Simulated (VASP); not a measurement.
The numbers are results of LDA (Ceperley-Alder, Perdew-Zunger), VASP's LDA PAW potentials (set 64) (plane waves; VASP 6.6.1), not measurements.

Input for VASP

KPOINTS:
```
Automatic
0
gamma
13 13 13
```

### POSCAR
```
C
1
    0.0000000000     1.7679180407     1.7679180407
    1.7679180407     0.0000000000     1.7679180407
    1.7679180407     1.7679180407     0.0000000000
C
2
Direct
  0.0000000000   0.0000000000   0.0000000000
  0.2500000000   0.2500000000   0.2500000000
```

**INCAR**
```
ALGO = Normal
EDIFF = 1E-7
ENCUT = 520
ISIF = 2
ISMEAR = 0
LASPH = .TRUE.
LCHARG = .FALSE.
LREAL = .FALSE.
LWAVE = .FALSE.
NELM = 100
PREC = Accurate
SIGMA = 0.05
SYSTEM = C
```

POTCAR, in this order: C (LDA.64 set). Program: vasp_std.

**Question.** Estimate the energy per atom (σ→0).

**Answer.** 
The energy per atom (σ→0) is -10.123 eV/atom.

**OSZICAR**
```
...
DAV:   5    -0.211060993930E+02   -0.79803E-07   -0.79803E-07  1408   0.659E-03    0.589E+00
DAV:   6    -0.204682403617E+02    0.63786E+00   -0.51776E-01  1384   0.559E+00    0.344E+00
DAV:   7    -0.202462986573E+02    0.22194E+00   -0.57217E-01  1632   0.586E+00    0.776E-01
DAV:   8    -0.202454960523E+02    0.80261E-03   -0.23195E-03  1376   0.582E-01    0.261E-02
DAV:   9    -0.202454948949E+02    0.11574E-05   -0.12055E-05  1656   0.379E-02    0.236E-02
DAV:  10    -0.202454959247E+02   -0.10299E-05   -0.50908E-07  1496   0.832E-03    0.330E-03
DAV:  11    -0.202454958971E+02    0.27614E-07   -0.20589E-08  1112   0.139E-03
   1 F= -.20245496E+02 E0= -.20245496E+02  d E =-.176784E-20
```

The compound is C in the diamond structure. It was relaxed first.
